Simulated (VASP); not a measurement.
Here is the system:

```xyz
6
Lattice="4.1568 0.0000 0.0000 0.0000 4.1568 0.0000 0.0000 0.0000 2.6655" Properties=species:S:1:pos:R:3 pbc="T T T"
Si     0.0000     0.0000     0.0000
Si     2.0784     2.0784     1.3328
O      1.2694     1.2694     0.0000
O      3.3478     0.8090     1.3328
O      0.8090     3.3478     1.3328
O      2.8874     2.8874     0.0000
```

The numbers are results of LDA (Ceperley-Alder, Perdew-Zunger), VASP's LDA PAW potentials (set 64) (plane waves; VASP), not measurements. Run with 520 eV cut-off, 6×6×9 Γ-centred mesh, tetrahedra with Blöchl corrections, potentials Si O.

The cores are frozen, which limits the accuracy of field gradients.

**Question.** Give the principal components of the electric field gradient (V/Å²) and the asymmetry η at each nucleus.

**Answer.** 
```json
[
 {"atom": "Si1", "Vxx": "-15.6", "Vyy": "-1.8", "Vzz": "17.4", "η": "0.79"},
 {"atom": "Si2", "Vxx": "-15.6", "Vyy": "-1.8", "Vzz": "17.4", "η": "0.79"},
 {"atom": "O3", "Vxx": "60.6", "Vyy": "46.0", "Vzz": "-106.6", "η": "0.14"},
 {"atom": "O4", "Vxx": "60.6", "Vyy": "46.0", "Vzz": "-106.6", "η": "0.14"},
 {"atom": "O5", "Vxx": "60.6", "Vyy": "46.0", "Vzz": "-106.6", "η": "0.14"},
 {"atom": "O6", "Vxx": "60.6", "Vyy": "46.0", "Vzz": "-106.6", "η": "0.14"}
]
```

The compound is SiO2 in the rutile structure, stishovite, a high-pressure form. It was relaxed first.
